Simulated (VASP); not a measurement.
# A slab model of Nb(110)

How does Nb(110) behave as a surface?

Calculated with VASP 6.6.1; LDA; plane waves and PAW (Nb_pv).

Report form: the programs' logs are mostly left out.

### Step 1. Starting point

The cell holds 7 atoms: 7 Nb. Its edges and angles: a = 2.858 Å, b = 2.858 Å, c = 32.001 Å, α = 90.0°, β = 90.0°, γ = 70.5°. Vacuum lies along c.

Coordinates:

```xyz
7
Lattice="2.3335 -1.6500 0.0000 2.3335 1.6500 0.0000 0.0000 0.0000 32.0007" Properties=species:S:1:pos:R:3
Nb    0.0000    0.0000    9.0000
Nb    2.3335    0.0000   11.3335
Nb    0.0000    0.0000   13.6669
Nb    2.3335    0.0000   16.0004
Nb    0.0000    0.0000   18.3338
Nb    2.3335    0.0000   20.6673
Nb    0.0000    0.0000   23.0007
```

### Step 2. Potential and states of the slab

A static run writes the electrostatic potential without exchange and correlation (LVHAR), which is flat in the vacuum and gives the level to count from. The dipole correction cancels the field that unlike faces would set up across the vacuum.

Input file INCAR:

```
SYSTEM = Nb
PREC = Normal
ENCUT = 300
EDIFF = 1E-06
NELM = 120
ISMEAR = -1
SIGMA = 0.1
LREAL = .FALSE.
ALGO = Fast
GGA = CA
NBANDS = 58
LASPH = .TRUE.
LORBIT = 11
LWAVE = .FALSE.
LCHARG = .TRUE.
IDIPOL = 3
LDIPOL = .TRUE.
DIPOL = 0.5 0.5 0.5
LVHAR = .TRUE.
LVACPOTAV = .TRUE.
LELF = .TRUE.
NEDOS = 1500
```

Input file POSCAR:

```
Nb
1.0
    2.3334523779     -1.6500000000      0.0000000000
    2.3334523779      1.6500000000      0.0000000000
    0.0000000000      0.0000000000     32.0007142675
Nb
7
Direct
    0.0000000000      0.0000000000      0.2812437224
    0.5000000000      0.5000000000      0.3541624816
    0.0000000000      0.0000000000      0.4270812408
    0.5000000000      0.5000000000      0.5000000000
    0.0000000000      0.0000000000      0.5729187592
    0.5000000000      0.5000000000      0.6458375184
    0.0000000000      0.0000000000      0.7187562776
```

Input file KPOINTS:

```
Automatic mesh
0
Gamma
18 18 1
0 0 0
```

Input file KPOINTS_OPT:

```
Line mode
14
Line-mode
Reciprocal
  0.00000000   0.00000000   0.00000000 GAMMA
  0.37500000  -0.37500000   0.00000000 X

  0.37500000  -0.37500000   0.00000000 X
  0.62500000   0.37500000   0.00000000 A1

  0.62500000   0.37500000   0.00000000 A1
  0.50000000   0.50000000   0.00000000 Y

  0.50000000   0.50000000   0.00000000 Y
  0.00000000   0.00000000   0.00000000 GAMMA
```

The projector-augmented-wave data sets are Nb_pv (LDA family, release 64).

Command:

```console
> mpirun -np 2 vasp_std
```

Run time: 7.4 min. Hardware: 2 MPI ranks of AMD EPYC 7R43, shared host; peak memory 0.77 GiB; 15 min of CPU time.

This run has no spin polarisation. Its electron count is odd, so without a moment it is a metal by construction.

Numbers from this step:

```
electronic cycles                               : 29
electrons                                       : 77
free energy (TOTEN)                             : -75.7377 eV
energy at zero smearing                         : -75.5754 eV
Fermi energy                                    : 0.2665 eV
labelled metallic, from the levels on this mesh : yes
DOS at the Fermi level                          : 10.13 states/eV/cell
dipole moment                                   : 0, 0, 0 e·Å
vacuum levels                                   : 5.067, 5.067 eV
work functions of the upper and lower face      : 4.801, 4.801 eV
```

The electronic bands at the labelled points (eV, zero at the Fermi level; # counts the bands kept):

| point | #13 | #14 | #15 | #16 | #17 | #18 | #19 | #20 |
| --- | --- | --- | --- | --- | --- | --- | --- | --- |
| Γ | -0.46 | -0.40 | -0.11 | 0.03 | 0.12 | 0.20 | 0.27 | 0.45 |
| 0.54 of the way | -1.00 | -0.97 | -0.78 | -0.72 | -0.62 | -0.54 | -0.35 | 0.10 |
| X | -1.42 | -1.33 | -0.78 | -0.68 | 0.00 | 0.13 | 0.95 | 1.15 |
| 0.54 of the way | -1.44 | -1.43 | -0.21 | 0.02 | 0.41 | 0.88 | 1.37 | 1.79 |
| A1 | -1.42 | -1.33 | -0.78 | -0.68 | 0.00 | 0.13 | 0.95 | 1.15 |
| 0.46 of the way | -1.29 | -0.76 | -0.61 | -0.01 | 0.53 | 0.89 | 1.80 | 1.81 |
| Y | -1.07 | -0.60 | -0.25 | 0.66 | 0.86 | 1.72 | 1.77 | 2.13 |
| 0.46 of the way | -0.76 | -0.36 | -0.29 | 0.21 | 0.24 | 0.34 | 0.97 | 0.99 |
| Γ | -0.46 | -0.40 | -0.11 | 0.03 | 0.12 | 0.20 | 0.27 | 0.45 |

The density of states has structure finer than the step of the table below, so its rows give means over 1 eV, whole bins alone (the curve runs from -12.0 to 7.91 eV). Peaks (eV: height): total -2.6: 9.77, -1.4: 13.7, -0.3: 12.2, 3.9: 11.5; Nb s -3.3: 1.35, -0.2: 0.293; Nb p -2.5: 0.618, -1.4: 0.787, -0.2: 1.31; Nb d -2.5: 5.67, -1.4: 10.4, -0.3: 8.06, 3.9: 10.3.

Means over bins of 0.086 eV. Density of states against energy, zero at the Fermi level; means over each step; values in states/eV/cell:

| energy (eV) | total | Nb s | Nb p | Nb d |
| --- | --- | --- | --- | --- |
| -7 | 0 | 0 | 0 | 0 |
| -6 | 0.0712 | 0.0437 | 0.00138 | 1.2e-5 |
| -5 | 0.513 | 0.289 | 0.0280 | 0.00914 |
| -4 | 1.94 | 0.678 | 0.126 | 0.545 |
| -3 | 7.91 | 1.26 | 0.447 | 4.21 |
| -2 | 7.93 | 0.423 | 0.501 | 5.37 |
| -1 | 10.9 | 0.156 | 0.722 | 7.96 |
| 0 | 9.46 | 0.226 | 1.06 | 6.18 |
| 1 | 5.10 | 0.103 | 0.591 | 3.29 |
| 2 | 7.07 | 0.0951 | 0.406 | 5.45 |
| 3 | 10.1 | 0.0864 | 0.278 | 8.69 |
| 4 | 8.73 | 0.132 | 0.240 | 7.70 |
| 5 | 2.96 | 0.0749 | 0.231 | 2.34 |
| 6 | 0.842 | 0.0344 | 0.111 | 0.576 |
| 7 | 0.406 | 0.0222 | 0.0836 | 0.203 |

The planar average of the electrostatic potential oscillates, so the rows of the table below give means over windows of 2.29 Å about each position, cut where the curve ends. Its maxima inside the range that stand out by 2 % of the span (Å: eV): 10.2: -0.862, 12.5: -0.954, 14.9: -0.933, 17.1: -0.933, 19.5: -0.954, 21.8: -0.862. Its minima: 9.0: -8.46, 11.3: -8.35, 13.7: -8.28, 16.0: -8.30, 18.3: -8.28, 20.7: -8.35, 23.0: -8.46.

Zero at the Fermi level. Planar average of the electrostatic potential against height; means over each step:

| height (Å) | planar average of the electrostatic potential (eV) |
| --- | --- |
| 1.15 | 4.80 |
| 3.44 | 4.80 |
| 5.72 | 4.70 |
| 8.02 | -1.84 |
| 10.30 | -4.82 |
| 12.59 | -4.81 |
| 14.88 | -4.80 |
| 17.18 | -4.80 |
| 19.46 | -4.81 |
| 21.75 | -4.82 |
| 24.04 | -1.52 |
| 26.34 | 4.72 |
| 28.62 | 4.80 |
| 30.91 | 4.80 |

Density of states in the PAW spheres, an atom over height of the layer and energy from the Fermi level.

Ten even steps from '0' (0.00 states/eV) to '9' (1.46 states/eV), each cell a mean:
```
6444446
8688868
9789879
9677769
9989899
8998998
4444444
6656566
6766676
4655564
2344432
0111110
0000000
0000000
0000000
0000000
0000000
0000000
0000000
0000000
0000000
0000000
```
Columns: height of the layer (Å) from 9 to 23; rows upwards: energy from the Fermi level (eV) from -7.9 to 0.5.

Force by atom:

| atom | x (eV/Å) | y (eV/Å) | z (eV/Å) | size |
| --- | --- | --- | --- | --- |
| Nb1 | 0.000 | 0.000 | 0.679 | 0.679 |
| Nb2 | 0.000 | 0.000 | -0.403 | 0.403 |
| Nb3 | 0.000 | 0.000 | 0.028 | 0.028 |
| Nb4 | 0.000 | 0.000 | 0.000 | 0.000 |
| Nb5 | 0.000 | 0.000 | -0.028 | 0.028 |
| Nb6 | 0.000 | 0.000 | 0.403 | 0.403 |
| Nb7 | 0.000 | 0.000 | -0.679 | 0.679 |

ELF in the ca plane at fractional y = 0.000, with atoms of Nb within 0.2 Å of it. It is the smooth field of the valence electrons, not physical close to the nuclei.

Values, 5 rows by 16 columns, each cell a mean:
```
0.34 0.26 0.29 0.35 0.35 0.32 0.21 0.31 0.36 0.39 0.30 0.24 0.16 0.07 0.01 0.01
0.38 0.32 0.30 0.37 0.30 0.34 0.34 0.33 0.33 0.36 0.32 0.35 0.20 0.14 0.07 0.03
0.43 0.30 0.32 0.39 0.30 0.40 0.27 0.40 0.33 0.35 0.36 0.29 0.30 0.17 0.03 0.00
0.34 0.33 0.31 0.35 0.31 0.31 0.36 0.30 0.33 0.37 0.32 0.36 0.16 0.10 0.05 0.02
0.35 0.19 0.25 0.36 0.39 0.33 0.10 0.31 0.38 0.42 0.28 0.15 0.18 0.06 0.07 0.02
```
Columns run along c (16.0 Å, from fractional 0.38 to 0.88 of the cell), rows up along a (2.9 Å). Atoms in or near the plane, at fractional coordinates: Nb at (0.43, 0.00), Nb at (0.57, 0.00), Nb at (0.72, 0.00).

Electrostatic potential energy in the ca plane at fractional y = 0.000, with atoms of Nb within 0.2 Å of it. With pseudopotentials it is smooth inside the atoms' cores, unlike the true potential.

Ten even steps from '0' (-21 eV) to '9' (5 eV), each cell a mean:
```
87410013688888741001378888873100136899999999
88531125788788753113578888875211257999999999
88754457887778875445788777887544578999999999
88876678887778887667888777888766789999999999
88875568887778886556888777888655688999999999
88643246888788864224688778886422468999999999
87420014788888742002478888874100147899999999
87310003688888731001368888863000136899999999
```
Columns run along c (16.0 Å, from fractional 0.38 to 0.88 of the cell; values clipped at the 3rd and 97th percentile), rows up along a (2.9 Å). Atoms in or near the plane, at fractional coordinates: Nb at (0.43, 0.00), Nb at (0.57, 0.00), Nb at (0.72, 0.00).

Valence density in the ca plane at fractional y = 0.000, with atoms of Nb within 0.2 Å of it. It is the smooth field of the valence electrons, not physical close to the nuclei.

Values in e/Å³, 5 rows by 16 columns, each cell a mean:
```
0.3 2.6 1.7 0.2 0.2 0.7 3.2 0.8 0.2 0.2 1.4 2.9 0.2 0.0 0.0 0.0
0.2 0.7 0.5 0.2 0.3 0.3 0.8 0.3 0.2 0.2 0.4 0.7 0.1 0.0 0.0 0.0
0.2 0.3 0.3 0.2 0.3 0.2 0.3 0.2 0.3 0.2 0.3 0.3 0.1 0.0 0.0 0.0
0.2 1.2 0.8 0.2 0.2 0.4 1.4 0.4 0.2 0.2 0.6 1.3 0.1 0.0 0.0 0.0
0.3 3.2 2.1 0.2 0.2 0.8 3.8 1.0 0.2 0.2 1.7 3.5 0.3 0.0 0.0 0.0
```
Columns run along c (16.0 Å, from fractional 0.38 to 0.88 of the cell), rows up along a (2.9 Å). Atoms in or near the plane, at fractional coordinates: Nb at (0.43, 0.00), Nb at (0.57, 0.00), Nb at (0.72, 0.00).

Only the dipole across the slab is computed (IDIPOL = 3); zeros along the plane are no results.

The density of states holds every band computed, so its fall toward the upper end of the range is no gap.

The map of layer states is cut here 0.5 eV above the Fermi level, so it leaves out the states above that.

The vacuum level lies 4.80 eV above the Fermi level at the upper face; both faces agree, as the slab has next to no dipole.

The program found no field-free point at its default tolerance, but its printed level agrees with the flat part of the planar average.

On this mesh the fine structure of the density of states is sampling noise, and high empty states may be cut by the number of bands.

### Step 3. The slab in a field, field -0.05

A field across the slab, with the atoms held, gives the electronic response: the dipole changes linearly with the field, and the energy has a linear term from the slab's own dipole and a quadratic one from its polarisability.

Input file INCAR:

```
SYSTEM = Nb
PREC = Normal
ENCUT = 300
EDIFF = 1E-06
NELM = 120
ISMEAR = -1
SIGMA = 0.1
LREAL = .FALSE.
ALGO = Fast
GGA = CA
NBANDS = 47
LASPH = .TRUE.
LORBIT = 11
LWAVE = .FALSE.
LCHARG = .FALSE.
KPAR = 2
IDIPOL = 3
LDIPOL = .TRUE.
DIPOL = 0.5 0.5 0.5
EFIELD = -0.05
LVHAR = .TRUE.
```

POSCAR is that of step 2.

KPOINTS is that of step 2.

Command:

```console
> mpirun -np 2 vasp_std
```

Elapsed: 6.7 min, on 2 MPI ranks; peak memory 0.68 GiB.

This step gave:

```yaml
electronic_cycles: 44
free_energy_toten: -75.7387 eV
energy_at_zero_smearing: -75.5764 eV
fermi_energy: 0.2668 eV
dipole_moment: 0, 0, -0.03883 e·Å
```

The planar average of the electrostatic potential oscillates, so the rows of the table below give means over windows of 2.29 Å about each position, cut where the curve ends. Its maxima inside the range that stand out by 2 % of the span (Å: eV): 10.2: -0.863, 12.5: -0.954, 14.9: -0.933, 17.1: -0.933, 19.5: -0.954, 21.8: -0.862. Its minima: 9.0: -8.46, 11.3: -8.35, 13.7: -8.28, 16.0: -8.30, 18.3: -8.28, 20.7: -8.35, 23.0: -8.46.

Zero at the Fermi level. Planar average of the electrostatic potential against height; means over each step:

| height (Å) | planar average of the electrostatic potential (eV) |
| --- | --- |
| 1.15 | 4.54 |
| 3.44 | 4.63 |
| 5.72 | 4.64 |
| 8.02 | -1.84 |
| 10.30 | -4.82 |
| 12.59 | -4.81 |
| 14.88 | -4.80 |
| 17.18 | -4.80 |
| 19.46 | -4.81 |
| 21.75 | -4.82 |
| 24.04 | -1.52 |
| 26.34 | 4.78 |
| 28.62 | 4.98 |
| 30.91 | 5.07 |

Force by atom:

| atom | x (eV/Å) | y (eV/Å) | z (eV/Å) | size |
| --- | --- | --- | --- | --- |
| Nb1 | 0.000 | 0.000 | 0.679 | 0.679 |
| Nb2 | 0.000 | 0.000 | -0.401 | 0.401 |
| Nb3 | 0.000 | 0.000 | 0.026 | 0.026 |
| Nb4 | 0.000 | 0.000 | 0.000 | 0.000 |
| Nb5 | 0.000 | 0.000 | -0.027 | 0.027 |
| Nb6 | 0.000 | 0.000 | 0.404 | 0.404 |
| Nb7 | 0.000 | 0.000 | -0.681 | 0.681 |

VASP counts the dipole in electrons times Å, so a positive number points the physical dipole along −c. A positive EFIELD is likewise a physical field along −c.

Energy at zero smearing: -75.57636 eV.

### Step 4. The slab in a field, field 0.05

Changes to INCAR since step 3:

```diff
@@ -19,3 +19,3 @@
 DIPOL = 0.5 0.5 0.5
-EFIELD = -0.05
+EFIELD = 0.05
 LVHAR = .TRUE.
```

POSCAR is that of step 3.

KPOINTS is that of step 3.

Command:

```console
> mpirun -np 2 vasp_std
```

The job ended after 6.7 min (2 MPI ranks; peak memory 0.68 GiB; 13 min of CPU time).

Numbers from this step:

```
dipole moment : 0, 0, 0.03880 e·Å
```

The planar average of the electrostatic potential oscillates, so the rows of the table below give means over windows of 2.29 Å about each position, cut where the curve ends. Its maxima inside the range that stand out by 2 % of the span (Å: eV): 0.5: 5.12, 10.2: -0.862, 12.5: -0.954, 14.9: -0.933, 17.1: -0.933, 19.5: -0.954, 21.8: -0.862. Its minima: 9.0: -8.46, 11.3: -8.35, 13.7: -8.28, 16.0: -8.30, 18.3: -8.28, 20.7: -8.35, 23.0: -8.46.

Zero at the Fermi level. Planar average of the electrostatic potential against height; means over each step:

height (Å), planar average of the electrostatic potential (eV) and a bar from the least value:
```
     1.15       5.06 ##############################
     3.44       4.97 ##############################
     5.72       4.76 #############################
     8.02      -1.84 #########
    10.30      -4.82 
    12.59      -4.81 
    14.88      -4.80 
    17.18      -4.80 
    19.46      -4.81 
    21.75      -4.82 
    24.04      -1.52 ##########
    26.34       4.65 #############################
    28.62       4.63 #############################
    30.91       4.53 ############################
```

Force by atom:

| atom | x (eV/Å) | y (eV/Å) | z (eV/Å) | size |
| --- | --- | --- | --- | --- |
| Nb1 | 0.000 | 0.000 | 0.681 | 0.681 |
| Nb2 | 0.000 | 0.000 | -0.404 | 0.404 |
| Nb3 | 0.000 | 0.000 | 0.027 | 0.027 |
| Nb4 | 0.000 | 0.000 | 0.000 | 0.000 |
| Nb5 | 0.000 | 0.000 | -0.027 | 0.027 |
| Nb6 | 0.000 | 0.000 | 0.401 | 0.401 |
| Nb7 | 0.000 | 0.000 | -0.679 | 0.679 |

Energy at zero smearing: -75.57636 eV.

### Step 5. The slab in a field, field 0.1

Changes to INCAR since step 4:

```diff
@@ -19,3 +19,3 @@
 DIPOL = 0.5 0.5 0.5
-EFIELD = 0.05
+EFIELD = 0.1
 LVHAR = .TRUE.
```

POSCAR is that of step 4.

KPOINTS is that of step 4.

Command:

```console
> mpirun -np 2 vasp_std
```

Elapsed: 17 min, on 2 MPI ranks; peak memory 0.67 GiB.

The run was stopped at its time limit, so it gives no result of its own.

### Step 6. Putting the energies together

This step: slab, LDA; plane waves and PAW (VASP 6.6.1).

This step runs nothing: it gathers the runs above.

This step gave:

- polarisability per area of the slab or monolayer: 1.452 Å

VASP counts both for electrons: a positive EFIELD is a field along -c, and a positive dipole, in electrons times A, points along -c. Field, by row:

| EFIELD (eV/Å) | dipole along z (e Å) | energy change (eV) |
| --- | --- | --- |
| -0.05 | -0.03883 | -9.91e-4 |
| 0 | 0 | 0 |
| 0.05 | 0.0388 | -9.90e-4 |

The polarisability is the slope of the dipole against the field, as a volume for each unit of area.

### Step 7. Slab, other settings

This step: LDA; plane waves and PAW (Nb_pv) (VASP 6.6.1).

The run is repeated with some settings moved, to see what they change.

Changes to INCAR since step 5:

```diff
@@ -1,3 +1,3 @@
 SYSTEM = Nb
-PREC = Normal
+PREC = High
 ENCUT = 300
@@ -19,3 +19,3 @@
 DIPOL = 0.5 0.5 0.5
-EFIELD = 0.1
 LVHAR = .TRUE.
+LVACPOTAV = .TRUE.
```

POSCAR is that of step 5.

KPOINTS is that of step 5.

Command:

```console
> mpirun -np 2 vasp_std
```

It took 10 min on 2 MPI ranks; peak memory 0.69 GiB.

The run was stopped at its time limit, so it gives no result of its own.

### Step 8. Results

* work function of the slab: 4.80 eV
* polarisability per area of the slab or monolayer: 1.45 Å

**Reading.** The work function is 4.80 eV at both faces. No atom was relaxed. The cell in the plane was kept as given and was not relaxed here.

[Lines on the potential files, build, host, timing and source positions are cut from VASP's logs without a mark.]

[Logs are printed without paths, hosts, clocks, repeated set-up lines and the standing remarks that a program may print on its own settings, such as how far it seeks lower states.]

[Hosts, paths, dates, database ids (printed as entryN), source tags and the programs' standing remarks are cut or masked in the printed files.]

[In band tables of VASP the shares of atoms and orbitals are scaled to a sum of 1 inside the atoms' spheres.]

[Runs that stopped without an error message from VASP are left out.]
